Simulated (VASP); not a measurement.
# Mo (space group Im-3m): computed properties

All values below come from r2SCAN+rVV10, VASP's PBE PAW potentials (set 64) (plane waves; VASP 6.6.1).

For Mo, the space group is Im-3m (229), the cell comes out as a = b = c = 3.1468 Å, α = β = γ = 90.00° and the volume per atom comes out as 15.58 Å³/atom. The band gap (over mesh and band path) is none (metal, semimetal or under 0.01 eV), the band gap with spin-orbit coupling is none (metallic) and the density is 10.23 g/cm³.

```
Mo
1.0
   -1.57341     1.57341     1.57341
    1.57341    -1.57341     1.57341
    1.57341     1.57341    -1.57341
Mo
1
Direct
  0.00000   0.00000   0.00000
```

The structure comes from a measured Mo entry (Im-3m) of the Crystallography Open Database, whose conditions weren't checked. It was relaxed first. Symmetry was kept, so distortions that lower it aren't found.
